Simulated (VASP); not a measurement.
Energy against volume of BaZrO$_{3}$ (cubic perovskite). These are vdW-DF-cx, VASP's PBE PAW potentials (set 64) (plane waves; VASP) values and carry that method's errors. Numerical set-up: 520 eV cut-off, 5×5×5 Γ-centred mesh, Gaussian smearing of 0.050 eV, potentials Ba_sv Zr_sv O.

```csv
V (Å³/atom),E (eV/atom)
14.362,-6.61163
14.806,-6.61918
15.250,-6.61331
15.694,-6.59593
```

Question: Fit these four points and predict the energy of the run at 13.918 Å³/atom.

Answer: A cubic in V^(−2/3), the third-order Birch-Murnaghan form, passes through the four points with V0 = 14.82 Å³/atom and B0 = 160 GPa, and gives -6.5884 eV/atom there. The run gave -6.5882 eV/atom, +0.2 meV/atom from the fit; all five points give B0 = 161 GPa.

The compound is BaZrO3 in the cubic perovskite structure. It was relaxed first.
